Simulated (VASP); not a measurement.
Method: PBE GGA with D3 dispersion (zero damping), VASP's PBE PAW potentials (set 64) (plane waves; VASP).

The input files of a VASP run:

**INCAR**
```
SYSTEM = TiO2
PREC = Accurate
ENCUT = 520
EDIFF = 1E-7
NELM = 100
ALGO = Normal
LREAL = .FALSE.
LASPH = .TRUE.
ISMEAR = -5
GGA = PE
IVDW = 11
LMAXMIX = 4
LWAVE = .FALSE.
LCHARG = .TRUE.
LORBIT = 11
NEDOS = 601
ISIF = 2
LEFG = .TRUE.
```

**POSCAR**
```
TiO2
9.5674810
 -0.1986442645   0.1986442645   0.5000000218
  0.1986442645  -0.1986442645   0.5000000218
  0.1986442645   0.1986442645  -0.5000000218
Ti O
2 4
Cart
  0.0000000000   0.1986442645   0.2500000109
  0.0000000000   0.0000000000   0.0000000000
  0.0000000000   0.1986442645   0.0416770757
 -0.0000000000   0.0000000000   0.7916771084
  0.0000000000  -0.0000000000   0.2083229352
 -0.0000000000   0.1986442645   0.4583229461
```

**KPOINTS**
```
Automatic mesh
0
Gamma
9 9 9
0 0 0
```

POTCAR, in this order: Ti_sv O (PBE.64 set). Program: vasp_std.

Q: What will the output report for the number of irreducible k-points (NKPTS), largest plane-wave count, number of space-group operations, FFT grid (NGX, NGY, NGZ)?

A: 
The number of irreducible k-points (NKPTS) is 75 and the largest plane-wave count is 1881. The number of space-group operations is 16 and the FFT grid (NGX, NGY, NGZ) comes out as 42 × 42 × 42.

The compound is TiO2 in the anatase structure, one of several forms; rutile is the usual stable one. It was relaxed first.
